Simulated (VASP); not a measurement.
Level of theory: PBE GGA with D4 dispersion, VASP's PBE PAW potentials (set 64) (plane waves; VASP).

VASP input:

INCAR:
```
NSW  =  30   # most ionic steps
ISMEAR  =  1   # Methfessel-Paxton
SYSTEM  =  HfB2
ISIF  =  4
GGA  =  PE   # PBE
PREC  =  Accurate
LREAL  =  .False.   # projection in real space or not
IVDW  =  13   # D4
ALGO  =  Normal   # blocked Davidson
NELM  =  100
LMAXMIX  =  6   # l cut-off of mixed one-centre charges
LCHARG  =  .False.
EDIFFG  =  -0.01
LASPH  =  .True.   # aspherical one-centre terms
EDIFF  =  1E-7   # SCF stop (eV)
IBRION  =  2
ENCUT  =  520   # plane-wave cut-off (eV)
SIGMA  =  0.1   # width (eV)
LWAVE  =  .False.
```

**KPOINTS**
```
Automatic mesh
0
Gamma
11 11 9
0 0 0
```

**POSCAR**
```
HfB2
1.0
  1.5623215599  -2.7060205482   0.0000000000
  1.5623215599   2.7060205482   0.0000000000
  0.0000000000   0.0000000000   3.4497686593
Hf B
1 2
Direct
  0.0000000000   0.0000000000   1.0000000000
  0.3333330000   0.6666670000   0.5000000000
  0.6666670000   0.3333330000   0.5000000000
```

POTCAR, in this order: Hf_pv B (PBE.64 set). Program: vasp_std.

The run wrote:

File OSZICAR:
```
       N       E                     dE             d eps       ncg     rms          rms(c)
DAV:   1     0.287231438807E+02    0.28723E+02   -0.84784E+03  1920   0.127E+03
DAV:   2    -0.271228843709E+02   -0.55846E+02   -0.52326E+02  2388   0.239E+02
DAV:   3    -0.287662573189E+02   -0.16434E+01   -0.16126E+01  2532   0.319E+01
DAV:   4    -0.287786303063E+02   -0.12373E-01   -0.12352E-01  2328   0.306E+00
DAV:   5    -0.287787685870E+02   -0.13828E-03   -0.13823E-03  2508   0.253E-01    0.544E+01
DAV:   6    -0.265127003055E+02    0.22661E+01   -0.51530E+00  2296   0.151E+01    0.395E+01
DAV:   7    -0.264709295389E+02    0.41771E-01   -0.17692E+00  2408   0.922E+00    0.116E+01
DAV:   8    -0.263979837286E+02    0.72946E-01   -0.51575E-01  2268   0.508E+00    0.191E+00
DAV:   9    -0.263930650181E+02    0.49187E-02   -0.34952E-02  2256   0.148E+00    0.249E-01
DAV:  10    -0.263930249787E+02    0.40039E-04   -0.86747E-04  2368   0.262E-01    0.373E-01
DAV:  11    -0.263930259535E+02   -0.97480E-06   -0.10526E-04  2300   0.824E-02    0.200E-01
DAV:  12    -0.263930215370E+02    0.44165E-05   -0.96580E-06  2348   0.280E-02    0.192E-02
DAV:  13    -0.263930217014E+02   -0.16432E-06   -0.44436E-07  2364   0.655E-03    0.446E-03
DAV:  14    -0.263930217048E+02   -0.34142E-08   -0.59103E-09  1340   0.726E-04
   1 F= -.27339357E+02 E0= -.27339348E+02  d E =-.273394E+02
       N       E                     dE             d eps       ncg     rms          rms(c)
DAV:   1    -0.263927777889E+02    0.24391E-03   -0.53378E-03  2068   0.640E-01    0.877E-02
DAV:   2    -0.263927367549E+02    0.41034E-04   -0.69573E-05  2364   0.749E-02    0.367E-02
DAV:   3    -0.263927190489E+02    0.17706E-04   -0.17740E-05  2368   0.340E-02    0.113E-02
DAV:   4    -0.263927179144E+02    0.11346E-05   -0.22633E-06  2540   0.125E-02    0.716E-03
DAV:   5    -0.263927178844E+02    0.29943E-07   -0.96337E-08  1496   0.258E-03
   2 F= -.27339399E+02 E0= -.27339382E+02  d E =-.421893E-04
```

File OUTCAR:
```
------------------------ aborting loop because EDIFF is reached ----------------------------------------
  Edisp (eV):   -0.94668
  FORCE on cell =-STRESS in cart. coord.  units (eV):
  Direction    XX          YY          ZZ          XY          YZ          ZX
  --------------------------------------------------------------------------------------
  Total      -0.04509    -0.04509    -0.02885     0.00000    -0.00000     0.00000
  in kB      -2.47691    -2.47691    -1.58462     0.00000    -0.00000     0.00000
  external pressure =       -2.18 kB  Pullay stress =        0.00 kB
  volume of cell :       29.17
      direct lattice vectors                 reciprocal lattice vectors
     1.563135363 -2.707430096 -0.000000000     0.319869931 -0.184676975  0.000000000
     1.563135363  2.707430096 -0.000000000     0.319869931  0.184676975  0.000000000
    -0.000000000 -0.000000000  3.446177543     0.000000000 -0.000000000  0.290176576
 POSITION                                       TOTAL-FORCE (eV/Angst)
 -----------------------------------------------------------------------------------
      1.56314      2.70743     -0.00000         0.000000      0.000000      0.000000
      1.56314      0.90248      1.72309         0.000000     -0.000000      0.000000
      1.56314     -0.90248      1.72309        -0.000000      0.000000     -0.000000
 -----------------------------------------------------------------------------------
    total drift:                                0.000000      0.000000      0.000000
  FREE ENERGIE OF THE ION-ELECTRON SYSTEM (eV)
  ---------------------------------------------------
  free  energy   TOTEN  =       -27.3393991519 eV

  energy  without entropy=      -27.3393473670  energy(sigma->0) =      -27.33938189

 reached required accuracy - stopping structural energy minimisation
```
(Selected blocks of OUTCAR.)

**CONTCAR**
```
HfB2
   1.00000000000000
     1.5631353627483184   -2.7074300961891735   -0.0000000000000000
     1.5631353627483184    2.7074300961891735   -0.0000000000000000
    -0.0000000000000000   -0.0000000000000000    3.4461775426099797
  Hf              B
     1     2
Direct
     0.0000000000000000    1.0000000000000000    0.0000000000000000
     0.3333330000000032    0.6666669999999968    0.5000000000000000
     0.6666669999999968    0.3333330000000032    0.5000000000000000
```

The compound is HfB2 in the AlB2 type structure. This run relaxes it. Symmetry was kept, so distortions that lower it aren't found.
